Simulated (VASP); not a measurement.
Runs of VASP 6.6.1 on N2. The cell holds a molecule in a box, 2 atoms: a = 8.000 Å, b = 8.100 Å, c = 8.200 Å, α = 90.00°, β = 90.00°, γ = 90.00°. 

| level | potentials or basis | gap on the mesh (eV) | largest force (eV/Å) |
| --- | --- | --- | --- |
| LDA | VASP PAW LDA potentials, release 64 (N) | 8.09 | 0.01 |
| r2SCAN | VASP PAW PBE potentials, release 64 (N) | 8.91 | - |
| PBEsol | VASP PAW PBE potentials, release 64 (N) | (a) | 0.01 |
| PBE | VASP PAW PBE potentials, release 64 (N) | 8.07 | 0.01 |

Alike in all rows: task relaxation of the atoms; no spin polarisation; cell atoms relaxed; k mesh 1 × 1 × 1; cutoff (eV) 520; smearing fermi-dirac 0.05 eV.

Fill in the values left out.

(a) 8.05.

Caveats: the standard files for N, O and F lose accuracy on very short bonds; the PAW data sets were made with another functional, which shifts forces and pressure a little (some runs).

A k mesh can miss the band edges.

Not every run made on this cell is shown here.
